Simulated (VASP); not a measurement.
Energy against volume of SrTiO3 (cubic perovskite). These are AM05 GGA, VASP's PBE PAW potentials (set 64) (plane waves; VASP 6.6.1) values and carry that method's errors. Numerical set-up: 520 eV cut-off, 6×6×6 Γ-centred mesh, Gaussian smearing of 0.050 eV, potentials Sr_sv Ti_sv O.

```json
[
 {"V (Å³/atom)": "11.158", "E (eV/atom)": "-8.14425"},
 {"V (Å³/atom)": "11.514", "E (eV/atom)": "-8.16536"},
 {"V (Å³/atom)": "11.870", "E (eV/atom)": "-8.17227"},
 {"V (Å³/atom)": "12.226", "E (eV/atom)": "-8.16709"}
]
```

Problem. Fit these four points and predict the energy of the run at 12.582 Å³/atom.

Solution. A cubic in V^(−2/3), the third-order Birch-Murnaghan form, passes through the four points with V0 = 11.89 Å³/atom and B0 = 180 GPa, and gives -8.1516 eV/atom there. The run gave -8.1516 eV/atom, -0.0 meV/atom from the fit; all five points give B0 = 180 GPa.

The compound is SrTiO3 in the cubic perovskite structure, the ideal cubic form; the compound distorts at low or room temperature. It was relaxed first.
